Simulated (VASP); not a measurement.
Wanted: the native input for a VASP 6.6.1 run.

| Quantity | Value |
| --- | --- |
| Task | single point |
| Functional | HSE06 |
| Potentials or basis | VASP PAW PBE potentials, release 64 (Bi_d) |
| Cutoff | 520 eV |
| k mesh | 6 × 6 × 6 |
| Occupations | gaussian, width 0.1 eV |
| Spin | no spin polarisation |
| Grid for exact exchange (PRECFOCK) | Fast |
| Screening parameter | 0.2 1/A |
| Further INCAR settings | ALGO = Normal; EDIFF = 1e-06; NBANDS = 22 |

Bi:

```
Bi
1.0
     2.26253    1.30627    3.88025
    -2.26253    1.30627    3.88025
     0.00000   -2.61254    3.88025
Bi
2
Cartesian
  0.0000 0.0000 2.7569
  0.0000 0.0000 8.8839
```

One way to write it, as run:

POSCAR

```
Bi
1.0
    2.2625300000      1.3062700000      3.8802500000
   -2.2625300000      1.3062700000      3.8802500000
    0.0000000000     -2.6125400000      3.8802500000
Bi
2
Direct
    0.2368300000      0.2368300000      0.2368300000
    0.7631700000      0.7631700000      0.7631700000
```

INCAR.step1

```
  PREC = Accurate
  ENCUT = 520
  EDIFF = 1E-5
  ISMEAR = 0
  SIGMA = 0.1
  LREAL = F
  LASPH = T
  NELM = 60
  ALGO = Normal
  ISIF = 2
  LWAVE = T
  LCHARG = F
  NBANDS = 22
  GGA = PE
```

INCAR.step2

```
  PREC = Accurate
  ENCUT = 520
  EDIFF = 1E-6
  ISMEAR = 0
  SIGMA = 0.1
  LREAL = F
  LASPH = T
  NELM = 60
  ALGO = Normal
  ISIF = 2
  LWAVE = F
  LCHARG = F
  GGA = PE
  LHFCALC = T
  HFSCREEN = 0.2
  PRECFOCK = Fast
  NBANDS = 22
  ISTART = 1
```

KPOINTS

```
Automatic mesh
0
Gamma
  6 6 6
```

Potentials or basis: VASP PAW PBE potentials, release 64 (Bi_d).

Launch:

```bash
$ cat potpaw_PBE.64/Bi_d/POTCAR > POTCAR
$ cp INCAR.step1 INCAR
$ mpirun -np 1 vasp_std > vasp.out
$ cp INCAR.step2 INCAR
$ mpirun -np 1 vasp_std > vasp.out
```

Results of the run:

```
Pressure               : 0.7 GPa
Largest force          : 0.329 eV/Å
Band gap on the k mesh : none (metal or under the smearing width)
```

Caveat: the PAW data sets were made with another functional, which shifts forces and pressure a little; spin-orbit coupling is left out, which moves the levels of the heavy elements.

Run time: 2.7 h on 1 thread of Intel(R) Xeon(R) Platinum 8559C (Emerald Rapids), on a shared host, peak memory 0.35 GiB.
